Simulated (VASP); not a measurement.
Write the native input for VASP 6.6.1 that does the following.

- Task: relaxation of the atoms
- Functional: PBEsol
- Potentials or basis: VASP PAW PBE potentials, release 64 (Ta_pv)
- Cutoff: 600 eV
- k mesh: 16 × 16 × 16
- Occupations: methfessel-paxton, width 0.1 eV
- Spin: no spin polarisation
- Further INCAR settings: ALGO = Normal; EDIFF = 1e-07; IBRION = 2; EDIFFG = -0.01; NSW = 40

The structure of Ta lies in POSCAR:

```
Ta                                      
1.0
   -1.6306670136      1.6306670136      1.6306670136
    1.6306670136     -1.6306670136      1.6306670136
    1.6306670136      1.6306670136     -1.6306670136
  Ta            
     1
Direct
     0.0000000000000000    0.0000000000000000    0.0000000000000000
```

The cell isn't the ideal one: a relaxed cell with its volume scaled by 0.98.

The input as run:

INCAR

```
SYSTEM = Ta
PREC = Accurate
ENCUT = 600
EDIFF = 1E-7
ISMEAR = 1
SIGMA = 0.1
LREAL = .FALSE.
LASPH = .TRUE.
NELM = 80
ALGO = Normal
ISIF = 2
LWAVE = .FALSE.
LCHARG = .FALSE.
GGA = PS
IBRION = 2
NSW = 40
EDIFFG = -0.01
```

KPOINTS

```
Automatic mesh
0
G
  16 16 16
  0 0 0
```

Potentials or basis: VASP PAW PBE potentials, release 64 (Ta_pv).

The run is started by

```console
$ cat potpaw_PBE.64/Ta_pv/POTCAR > POTCAR
$ mpirun -np 1 vasp_std > vasp.out
```

It gave:

```
Pressure after relaxing : 4.2 GPa
Band gap on the k mesh  : none (metal or under the smearing width)
```

Caveat: the relaxation stopped at its first step, so nothing moved; the PAW data sets were made with another functional, which shifts forces and pressure a little.

Wall time 8.2 s on 1 thread of Intel(R) Xeon(R) 6975P-C (Granite Rapids), on a shared host, peak memory 0.16 GiB.
